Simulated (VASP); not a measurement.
## Iridium with PBEsol: from relaxation to properties

Aim: relax Iridium with PBEsol, compute its properties on that cell and hold them against experiment. The steps: full relaxation (PBEsol), single point with fields (PBEsol), bands along the symmetry lines (PBEsol), total and projected DOS (PBEsol) and field gradients at the nuclei (PBEsol). Left out of this account: at least 2 further runs (phonons: it ended without a result to show; relaxation: not told here). The start is a cell from a database of measured crystal structures.

Calculated with VASP 6.6.1; PBEsol; plane waves and PAW (Ir).

Experimental background.

“Strong-coupling superconductivity of SrIr2 and SrRh2: Phonon engineering of metallic Ir and Rh” (2021, arxiv:2108.03692) quotes from earlier work for Ir, fcc (bulk crystal): lattice constant a (experimental lattice constant, quoted) 3.838 Å.

This is a report of a sequence of runs, with most program output left out.

The database entry behind the starting cell differs from later determinations by our own check (0.1 to 0.3 % short, probably kX units), so it need not match the best structure at ambient conditions.

## 1. The structure

Before any relaxation, the start is as follows. It takes space group Fm-3m (No. 225, cubic). Conventional cell: a = 3.831 Å, b = 3.831 Å, c = 3.831 Å, α = 90.00°, β = 90.00°, γ = 90.00°. Nearest to Ir lie 12 Ir at 2.71 Å.

As a file:

```cif
data_structure
_symmetry_space_group_name_H-M 'P 1'
_symmetry_Int_Tables_number 1
_cell_length_a 2.7091
_cell_length_b 2.7091
_cell_length_c 2.7091
_cell_angle_alpha 60.000
_cell_angle_beta 60.000
_cell_angle_gamma 60.000
_cell_volume 14.06
loop_
_atom_site_label
_atom_site_type_symbol
_atom_site_fract_x
_atom_site_fract_y
_atom_site_fract_z
_atom_site_occupancy
Ir1 Ir 0.00000 0.00000 0.00000 1
```

## 2. Full relaxation (PBEsol)

Properties are meant for the cell that this level of theory prefers, so cell and atoms are relaxed first (ISIF = 3) until forces and stress are small; EDIFFG sets the threshold. PBEsol restores the gradient expansion of exchange and is tuned for the cells of solids.

Contents of INCAR:

```
SYSTEM = Ir
PREC = Accurate
ENCUT = 400
EDIFF = 1E-06
NELM = 100
ISMEAR = 1
SIGMA = 0.2
LREAL = .FALSE.
ALGO = Normal
GGA = PS
NBANDS = 10
LASPH = .TRUE.
LORBIT = 11
LWAVE = .FALSE.
LCHARG = .FALSE.
KPAR = 2
IBRION = 2
NSW = 60
ISIF = 3
EDIFFG = -0.01
```

Contents of POSCAR:

```
Ir
1.0
    0.0000000000      1.9156000000      1.9156000000
    1.9156000000      0.0000000000      1.9156000000
    1.9156000000      1.9156000000      0.0000000000
Ir
1
Direct
    0.0000000000      0.0000000000      0.0000000000
```

Contents of KPOINTS:

```
Automatic mesh
0
Gamma
10 10 10
0 0 0
```

Potentials, in the order of the species: Ir (PBE family, release 64).

Launch:

```console
mpirun -np 2 vasp_std
```

Wall time 3.6 s (2 MPI ranks of Intel Xeon 6975P-C (Granite Rapids), shared host); peak memory 0.23 GiB; 6 s of CPU time.

This run has no spin polarisation. Its electron count is odd, so without a moment it is a metal by construction. The k-mesh is coarse for a metal. The PAW data sets were made with PBE, which is usual practice but a small mismatch for other functionals. The run keeps the 48 symmetry operations of its start, so it cannot find a distortion of lower symmetry.

Little changed from the start: no atom moved by 0.005 Å and no cell edge by 0.1 %.

Numbers from this step:

- electrons: 9
- bands: 10
- irreducible k-points: 47
- symmetry operations: 48
- free energy (TOTEN): -9.824 eV
- energy at zero smearing: -9.824 eV
- Fermi energy: 10.41 eV
- pressure: -0.001168 GPa
- metallic, judged on the points sampled: yes
- SCF cycles over all ionic steps: 22

It ends with forces that vanish by symmetry and a pressure of 0.00 GPa. The volume lies +0.2 % from that of the database's start.

## 3. Single point with fields (PBEsol)

A single point on the relaxed cell gives a clean self-consistent state, with density, ELF and potential written out.

INCAR: that of step 2 with these lines changed.

```diff
@@ -14,7 +14,5 @@
 LWAVE = .FALSE.
-LCHARG = .FALSE.
-KPAR = 2
-IBRION = 2
-NSW = 60
-ISIF = 3
-EDIFFG = -0.01
+LCHARG = .TRUE.
+ISIF = 2
+LELF = .TRUE.
+LVHAR = .TRUE.
```

Contents of POSCAR:

```
Ir
1.0
    0.0000000000      1.9168492043      1.9168492043
    1.9168492043      0.0000000000      1.9168492043
    1.9168492043      1.9168492043      0.0000000000
Ir
1
Direct
    0.0000000000      0.0000000000      0.0000000000
```

KPOINTS is that of step 2.

Launch:

```console
mpirun -np 2 vasp_std
```

It took 2 s on 2 MPI ranks; peak memory 0.2 GiB; 3.2 s of CPU time.

This step gave:

```yaml
scf_cycles: 12
pressure: 0.01406 GPa
```

Valence electrons inside each PAW sphere by angular momentum. Sphere charges, by row:

| atom | s (e) | p (e) | d (e) | tot (e) |
| --- | --- | --- | --- | --- |
| Ir1 | 0.674 | 0.747 | 6.979 | 8.399 |

Valence density in the ac plane of the conventional cell at fractional y = 0.000, with atoms of Ir within 0.2 Å of it. It is the smooth field of the valence electrons, not physical close to the nuclei.

Ten even steps from '0' (0.2 e/Å³) to '9' (2.6 e/Å³), each cell a mean:
```
97521000001468
65320000001246
43210011001124
11111223211111
00012355431000
00013578642000
00014699853100
00014689752100
00012466532000
10011244321001
32111111111122
54310000001235
86420000001357
98531000001469
```
Columns run along a (3.8 Å), rows up along c (3.8 Å), edges of the conventional cell, whose origin can differ from the input's. Atoms in or near the plane, at fractional coordinates: Ir at (0.00, 0.00), Ir at (0.50, 0.50).

Electrostatic potential energy in the ac plane of the conventional cell at fractional y = 0.000, with atoms of Ir within 0.2 Å of it. With pseudopotentials it is smooth inside the atoms' cores, unlike the true potential.

Ten even steps from '_' (-56 eV) to '@' (2 eV), each cell a mean:
```
__..--**%%@@@@@@@@@@%%++::__
::--++##@@@@@@@@@@@@%%**==::
==++##%%@@@@%%%%%%@@@@%%**++
%%%%%%@@%%##****##%%%%@@%%%%
@@@@@@%%##++----==++%%@@@@@@
@@@@@@%%++--..__..==##%%@@@@
@@@@@@%%==::______--**%%@@@@
@@@@@@%%++::____..--**%%@@@@
@@@@@@%%**==::::--++##@@@@@@
%%%%@@@@%%**++==++##%%@@@@%%
**##%%%%@@%%%%%%%%%%@@%%##**
--==++%%@@@@@@@@@@@@%%##++--
__..==##%%@@@@@@@@@@%%++--..
____--**%%@@@@@@@@@@%%==::__
```
Columns run along a (3.8 Å; values clipped at the 3rd and 97th percentile), rows up along c (3.8 Å), edges of the conventional cell, whose origin can differ from the input's. Atoms in or near the plane, at fractional coordinates: Ir at (0.00, 0.00), Ir at (0.50, 0.50).

ELF in the ac plane of the conventional cell at fractional y = 0.000, with atoms of Ir within 0.2 Å of it. It is the smooth field of the valence electrons, not physical close to the nuclei.

Values, 14 rows by 14 columns, each cell a mean:
```
0.01 0.02 0.14 0.32 0.30 0.23 0.19 0.17 0.20 0.26 0.33 0.25 0.08 0.01
0.07 0.10 0.22 0.34 0.32 0.27 0.23 0.22 0.25 0.29 0.34 0.30 0.16 0.08
0.25 0.27 0.33 0.38 0.36 0.32 0.30 0.31 0.31 0.34 0.37 0.36 0.30 0.25
0.34 0.33 0.35 0.39 0.38 0.34 0.32 0.32 0.32 0.35 0.39 0.37 0.34 0.33
0.25 0.27 0.31 0.35 0.33 0.22 0.14 0.13 0.16 0.26 0.35 0.34 0.29 0.26
0.19 0.22 0.27 0.33 0.27 0.10 0.02 0.02 0.04 0.16 0.32 0.31 0.25 0.20
0.16 0.19 0.25 0.34 0.25 0.07 0.01 0.13 0.02 0.13 0.32 0.31 0.22 0.17
0.17 0.20 0.26 0.33 0.25 0.08 0.01 0.01 0.02 0.14 0.32 0.30 0.23 0.19
0.22 0.25 0.29 0.34 0.30 0.16 0.08 0.07 0.10 0.22 0.34 0.32 0.27 0.23
0.31 0.31 0.34 0.37 0.36 0.30 0.25 0.25 0.27 0.33 0.38 0.36 0.32 0.30
0.32 0.32 0.35 0.39 0.37 0.34 0.33 0.34 0.33 0.35 0.39 0.38 0.34 0.32
0.13 0.16 0.26 0.35 0.34 0.29 0.26 0.25 0.27 0.31 0.35 0.33 0.22 0.14
0.02 0.04 0.16 0.32 0.31 0.25 0.20 0.19 0.22 0.27 0.33 0.27 0.10 0.02
0.13 0.02 0.13 0.32 0.31 0.22 0.17 0.16 0.19 0.25 0.34 0.25 0.07 0.01
```
Columns run along a (3.8 Å), rows up along c (3.8 Å), edges of the conventional cell, whose origin can differ from the input's. Atoms in or near the plane, at fractional coordinates: Ir at (0.00, 0.00), Ir at (0.50, 0.50).

In this run the pressure is 0.01 GPa, small enough to go on; single stress components reach 0.01 GPa.

## 4. Bands along the symmetry lines (PBEsol)

Levels along the symmetry lines show where the bands peak and cross; KPOINTS_OPT computes them in the converged potential.

Contents of INCAR:

```
SYSTEM = Ir
PREC = Accurate
ENCUT = 400
EDIFF = 1E-06
NELM = 100
ISMEAR = 1
SIGMA = 0.2
LREAL = .FALSE.
ALGO = Normal
GGA = PS
NBANDS = 15
LASPH = .TRUE.
LORBIT = 11
LWAVE = .FALSE.
LCHARG = .FALSE.
KPAR = 2
```

POSCAR is that of step 3.

KPOINTS is that of step 3.

Contents of KPOINTS_OPT:

```
Line mode
16
Line-mode
Reciprocal
  0.00000000   0.00000000   0.00000000 GAMMA
  0.50000000   0.00000000   0.50000000 X

  0.50000000   0.00000000   0.50000000 X
  0.50000000   0.25000000   0.75000000 W

  0.50000000   0.25000000   0.75000000 W
  0.37500000   0.37500000   0.75000000 K

  0.37500000   0.37500000   0.75000000 K
  0.00000000   0.00000000   0.00000000 GAMMA

  0.00000000   0.00000000   0.00000000 GAMMA
  0.50000000   0.50000000   0.50000000 L

  0.50000000   0.50000000   0.50000000 L
  0.62500000   0.25000000   0.62500000 U

  0.62500000   0.25000000   0.62500000 U
  0.50000000   0.25000000   0.75000000 W

  0.50000000   0.25000000   0.75000000 W
  0.50000000   0.50000000   0.50000000 L

  0.50000000   0.50000000   0.50000000 L
  0.37500000   0.37500000   0.75000000 K

  0.62500000   0.25000000   0.62500000 U
  0.50000000   0.00000000   0.50000000 X
```

Launch:

```console
mpirun -np 2 vasp_std
```

Wall time 5.2 s (2 MPI ranks); peak memory 0.24 GiB.

Spin-orbit coupling is off here; it can split and shift levels that hold much weight on Ir by tenths of an eV or more.

Numbers from this step:

```
bands    : 15
pressure : 0.03716 GPa
```

The electronic bands at the labelled points (eV, zero at the Fermi level; # counts the bands kept in this run):

| point | #1 | #2 | #3 | #4 | #5 | #6 | #7 |
| --- | --- | --- | --- | --- | --- | --- | --- |
| Γ | -11.32 | -4.02 | -4.02 | -4.02 | -1.27 | -1.27 | 14.22 |
| 0.53 of the way | -8.10 | -6.18 | -3.14 | -1.73 | -1.73 | -0.20 | 17.52 |
| X | -8.07 | -7.50 | 0.81 | 1.40 | 1.40 | 1.56 | 10.44 |
| 0.47 of the way | -7.47 | -6.95 | -1.92 | -0.25 | 1.41 | 5.18 | 8.84 |
| W | -6.41 | -5.02 | -5.02 | -1.90 | 1.41 | 8.12 | 8.98 |
| 0.47 of the way | -6.68 | -5.92 | -3.84 | -1.47 | 1.06 | 7.07 | 7.96 |
| K | -7.10 | -6.14 | -3.02 | -0.97 | 0.53 | 6.23 | 7.62 |
| 0.47 of the way | -7.62 | -5.23 | -4.05 | -2.57 | -2.29 | 1.17 | 13.42 |
| Γ | -11.32 | -4.02 | -4.02 | -4.02 | -1.27 | -1.27 | 14.22 |
| 0.47 of the way | -9.30 | -4.58 | -3.54 | -3.54 | -1.21 | -1.21 | 14.15 |
| L | -8.27 | -4.11 | -4.11 | -0.91 | 0.83 | 0.83 | 7.19 |
| 0.53 of the way | -7.06 | -5.14 | -3.49 | -2.91 | 0.55 | 4.54 | 6.71 |
| U | -7.10 | -6.14 | -3.02 | -0.97 | 0.53 | 6.23 | 7.62 |
| 0.47 of the way | -6.76 | -5.99 | -3.68 | -1.37 | 0.97 | 6.90 | 7.88 |
| W | -6.41 | -5.02 | -5.02 | -1.90 | 1.41 | 8.12 | 8.98 |
| 0.47 of the way | -6.62 | -5.49 | -3.91 | -2.52 | 0.48 | 5.43 | 6.55 |
| L | -8.27 | -4.11 | -4.11 | -0.91 | 0.83 | 0.83 | 7.19 |
| 0.47 of the way | -7.28 | -4.97 | -3.21 | -3.17 | 0.61 | 4.03 | 6.74 |
| K | -7.10 | -6.14 | -3.02 | -0.97 | 0.53 | 6.23 | 7.62 |
| jump to U | -7.10 | -6.14 | -3.02 | -0.97 | 0.53 | 6.23 | 7.62 |
| 0.53 of the way | -7.79 | -7.20 | -0.88 | 0.29 | 1.20 | 4.20 | 8.87 |
| X | -8.07 | -7.50 | 0.81 | 1.40 | 1.40 | 1.56 | 10.44 |

There is no gap at this level.

## 5. Total and projected DOS (PBEsol)

A density of states needs more k-points than a total energy, and tetrahedra (ISMEAR = -5) or a smearing that fits the mesh; LORBIT projects the states on the PAW spheres. The mesh is finer than in the run before.

INCAR: that of step 4 with these lines changed.

```diff
@@ -5,3 +5,3 @@
 NELM = 100
-ISMEAR = 1
+ISMEAR = -5
 SIGMA = 0.2
@@ -16 +16,2 @@
 KPAR = 2
+NEDOS = 2001
```

POSCAR is that of step 4.

Contents of KPOINTS:

```
Automatic mesh
0
Gamma
15 15 15
0 0 0
```

Launch:

```console
mpirun -np 2 vasp_std
```

Wall time 5 s (2 MPI ranks); peak memory 0.24 GiB; 8.2 s of CPU time.

With tetrahedra the forces and stress of a metal are not exact derivatives of the energy.

Numbers from this step:

| Quantity | Value |
| --- | --- |
| irreducible k-points | 120 |
| free energy (TOTEN) | -9.821 eV |
| Fermi energy | 10.31 eV |
| pressure | -0.08892 GPa |
| DOS at the Fermi level, one point of the energy grid | 0.8804 states/eV/cell |

The density of states has structure finer than the step of the table below, so its rows give means over 1 eV, whole bins alone (the curve runs from -12.0 to 7.91 eV). Peaks (eV: height): total -7.0: 1.27, -3.4: 2.20, -1.7: 1.45, 0.8: 1.69; Ir d -6.9: 0.914, -3.4: 1.88, -1.7: 1.25, 0.8: 1.59; Ir p -6.3: 0.0859, -5.5: 0.130, -3.7: 0.179, -2.9: 0.131; Ir s -7.5: 0.242, -4.1: 0.0499, 6.2: 0.0729, 7.2: 0.168.

States under -12.0 eV and over 7.9 eV are left out. Table of density of states by energy, zero at the Fermi level; means over each step; values in states/eV/cell:

| energy (eV) | total | Ir d | Ir p | Ir s |
| --- | --- | --- | --- | --- |
| -11 | 0.0208 | 3.2e-5 | 6.7e-4 | 0.0173 |
| -10 | 0.0711 | 0.00165 | 0.00549 | 0.0545 |
| -9 | 0.131 | 0.0124 | 0.0153 | 0.0865 |
| -8 | 0.497 | 0.227 | 0.0401 | 0.182 |
| -7 | 1.15 | 0.803 | 0.0727 | 0.179 |
| -6 | 0.950 | 0.757 | 0.0834 | 0.0398 |
| -5 | 1.11 | 0.900 | 0.106 | 0.0183 |
| -4 | 1.52 | 1.23 | 0.159 | 0.0389 |
| -3 | 1.18 | 0.967 | 0.120 | 0.0244 |
| -2 | 1.08 | 0.920 | 0.0829 | 0.0154 |
| -1 | 0.895 | 0.794 | 0.0470 | 0.00995 |
| 0 | 0.943 | 0.869 | 0.0309 | 0.00746 |
| 1 | 1.14 | 1.06 | 0.0337 | 0.0130 |
| 2 | 0.271 | 0.199 | 0.0425 | 0.0174 |
| 3 | 0.274 | 0.171 | 0.0629 | 0.0257 |
| 4 | 0.269 | 0.141 | 0.0757 | 0.0353 |
| 5 | 0.246 | 0.105 | 0.0761 | 0.0439 |
| 6 | 0.217 | 0.0756 | 0.0657 | 0.0539 |
| 7 | 0.263 | 0.0886 | 0.0474 | 0.0997 |

The finer mesh and the other smearing move the Fermi level by -0.09 eV from the 10×10×10 run, one measure of the sampling error in the zero of the bands above. Of the states within 0.3 eV of the Fermi level, the largest shares in the PAW spheres are Ir d 92 %. The rest lies in smaller channels or between the spheres.

## 6. Field gradients at the nuclei (PBEsol)

Field gradients probe how far the charge around each nucleus departs from cubic symmetry; LASPH keeps the non-spherical terms inside the spheres.

Contents of INCAR:

```
SYSTEM = Ir
PREC = Accurate
ENCUT = 400
EDIFF = 1E-07
NELM = 100
ISMEAR = 1
SIGMA = 0.2
LREAL = .FALSE.
ALGO = Normal
GGA = PS
NBANDS = 10
LASPH = .TRUE.
LORBIT = 11
LWAVE = .FALSE.
LCHARG = .FALSE.
KPAR = 2
LEFG = .TRUE.
```

POSCAR is that of step 5.

Contents of KPOINTS:

```
Automatic mesh
0
Gamma
10 10 10
0 0 0
```

Launch:

```console
mpirun -np 2 vasp_std
```

Wall time 2.2 s (2 MPI ranks); peak memory 0.21 GiB.

Numbers from this step:

| Item | Value |
| --- | --- |
| bands | 10 |
| irreducible k-points | 47 |
| free energy (TOTEN) | -9.824 eV |
| Fermi energy | 10.41 eV |
| pressure | 0.01373 GPa |

Electric field gradients, by row:

| atom | Vxx (V/Å²) | Vyy (V/Å²) | Vzz (V/Å²) | asymmetry |
| --- | --- | --- | --- | --- |
| Ir1 | 0 | 0 | 0 | - |

All gradients vanish within the noise.

The run ends at a pressure of 0.01 GPa.

## 7. Results

```yaml
relaxed_volume: 14.09 Å³/atom
relaxed_conventional_cell_a_b_c: 3.834, 3.834, 3.834 Å
space_group_after_relaxing_within_0p02_a: Fm-3m (No. 225)
band_gap: none, a metal
dos_at_the_fermi_level: 0.880 states/eV/cell
largest_field_gradient_vzz: zero within the noise on all sites
```

What this shows: With PBEsol, Iridium relaxes to 14.09 Å³/atom in space group Fm-3m (held by the symmetry of the run) and comes out as a metal. Against the listed cell the volume lies +0.2 %. Bands along the symmetry lines (PBEsol): Of the bands kept, 4 cross the Fermi level on this path. Spin-orbit coupling is left out, and with elements this heavy it would split and shift bands near the Fermi level. The k-sampling is coarse for a metal, so the Fermi level, pressures and the shape of the cell carry errors. No search among competing phases was made. All values are for a static lattice at zero temperature.

Computed beside measured:

| quantity | measured | PBEsol |
| --- | --- | --- |
| lattice constant a (Å) | 3.838 | 3.834 (-0.1 %) |

Measured values from arxiv:2108.03692 (2021).

**Verdict.** The lattice constant a is off by -0.1 %: good agreement. The grades are ours: good and fair within 0.7 and 1.5 % for the lattice constant a. Zero-point motion and thermal expansion are not in the computed lattice constants.

[Lines on the potential files, build, host, timing and source positions are cut from VASP's logs without a mark.]

[Logs are printed without paths, hosts, clocks, repeated set-up lines and the standing remarks that a program may print on its own settings, such as how far it seeks lower states.]

[Hosts, paths, dates, database ids (printed as entryN), source tags and the programs' standing remarks are cut or masked in the printed files.]

[A measured line is paired with the nearest computed mode of its activity, which favours agreement.]

[In band tables of VASP the shares of atoms and orbitals are scaled to a sum of 1 inside the atoms' spheres.]
